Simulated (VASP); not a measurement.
A convergence study with VASP on LiH (rock salt): one setting is varied, all else stays as given below, so the limit is that of these other settings.

```
LiH
1.0
    0.00000     2.04000     2.04000
    2.04000     0.00000     2.04000
    2.04000     2.04000     0.00000
Li H
1 1
Cartesian
  0.00000   0.00000   0.00000
  2.04000   2.04000   2.04000
```

Method: PBE GGA, VASP's PBE PAW potentials (set 64) (plane waves; VASP). The tightest run used: 700 eV cut-off, 20×20×20 Γ-centred mesh, tetrahedra with Blöchl corrections, potentials Li_sv H.

The reference is 20×20×20 mesh, which took about 40 core-seconds. The timings are rough (shared machines, no repeats); factors under 2 mean little.

Question: Of the settings 3×3×3 mesh; 4×4×4 mesh; 5×5×5 mesh; 6×6×6 mesh; 7×7×7 mesh; 8×8×8 mesh; 9×9×9 mesh; 10×10×10 mesh; 11×11×11 mesh; 12×12×12 mesh; 13×13×13 mesh; 14×14×14 mesh; 15×15×15 mesh; 16×16×16 mesh; 17×17×17 mesh; 18×18×18 mesh; 19×19×19 mesh; 20×20×20 mesh, which is the lowest that keeps the difference from the reference in the stress, largest component (GPa) within 0.2 from there on, and what does it cost?

Answer: 5×5×5 mesh; its cost over the reference is about 1/10.
| setting | difference in the stress, largest component (GPa) | cost over the reference |
|---|---|---|
| 3×3×3 mesh | 0.34 | about 1/10 |
| 4×4×4 mesh | 0.30 | about 1/10 |
| 5×5×5 mesh | 0.00 | about 1/10 |
| 6×6×6 mesh | 0.03 | about 1/10 |
| 7×7×7 mesh | 0.01 | about 1/10 |
| 8×8×8 mesh | 0.01 | about 1/10 |
| 9×9×9 mesh | 0.01 | about 1/6 |
| 10×10×10 mesh | 0.01 | about 1/6 |
| 11×11×11 mesh | 0.00 | about 1/5 |
| 12×12×12 mesh | 0.00 | about 1/5 |
| 13×13×13 mesh | 0.00 | about 1/3 |
| 14×14×14 mesh | 0.00 | about 1/3 |
| 15×15×15 mesh | 0.00 | about 1/3 |
| 16×16×16 mesh | 0.00 | about 1/2 |
| 17×17×17 mesh | 0.00 | about 1/2 |
| 18×18×18 mesh | 0.00 | about 1/2 |
| 19×19×19 mesh | 0.00 | about 1/2 |
| 20×20×20 mesh | 0.00 | reference |

Left out are rungs that failed or repeat a setting and relaxations that didn't move; long series are thinned to 24 rows.

The compound is LiH in the rock salt structure. The cell was not relaxed at this level.
